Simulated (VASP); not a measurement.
All values below come from AM05 GGA, VASP's PBE PAW potentials (set 64) (plane waves; VASP 6.6.1).

The input files of a VASP run:

KPOINTS:
```
kpoints
0
Gamma
 7 7 7
```

**INCAR**
```
SYSTEM = Al3Sc
PREC = Accurate
ENCUT = 400
EDIFF = 1E-6
NELM = 100
ALGO = Normal
LREAL = .FALSE.
LASPH = .TRUE.
ISMEAR = 1
SIGMA = 0.1
GGA = AM
LMAXMIX = 4
LWAVE = .FALSE.
LCHARG = .FALSE.
ISIF = 2
```

POSCAR:
```
Al3Sc
1
    4.1058670000     0.0000000000     0.0000000000
    0.0000000000     4.0607360000     0.0000000000
    0.0000000000     0.0000000000     4.1995770000
Sc Al
1 3
Direct
  0.0000000000   0.0000000000   0.0000000000
  0.0000000000   0.5000000000   0.5000000000
  0.5000000000   0.0000000000   0.5000000000
  0.5060260000   0.5000000000   0.0000000000
```

POTCAR, in this order: Sc_sv Al (PBE.64 set). Program: vasp_std.

Task: Predict the energy per atom (σ→0), pressure, largest force, band gap (on the k-mesh).

Result: 
```json
{
 "energy per atom (σ→0)": "-5.065 eV/atom",
 "band gap (on the k-mesh)": "none (metal, semimetal or under 0.01 eV)",
 "pressure": "-3.27 GPa",
 "largest_force": "0.159 eV/Å"
}
```

File OSZICAR:
```
...
DAV:   7    -0.202922875219E+02    0.67173E-01   -0.10823E-01  2168   0.279E+00    0.177E+00
DAV:   8    -0.202603481935E+02    0.31939E-01   -0.48164E-02  2784   0.194E+00    0.229E-01
DAV:   9    -0.202597675826E+02    0.58061E-03   -0.35274E-03  2266   0.550E-01    0.949E-02
DAV:  10    -0.202596986476E+02    0.68935E-04   -0.23508E-04  2682   0.142E-01    0.718E-02
DAV:  11    -0.202596993146E+02   -0.66702E-06   -0.34561E-05  2544   0.485E-02    0.269E-02
DAV:  12    -0.202596932055E+02    0.61091E-05   -0.27351E-05  2926   0.592E-02    0.783E-03
DAV:  13    -0.202596929977E+02    0.20777E-06   -0.17228E-06  1688   0.154E-02
   1 F= -.20259693E+02 E0= -.20259228E+02  d E =-.139649E-02
```

The compound is Al3Sc in the L1_2 structure. The cell was not relaxed at this level, atoms are displaced from their ideal sites. The run is one of a series of settings (GGA = AM against the base run), some of them coarse on purpose.
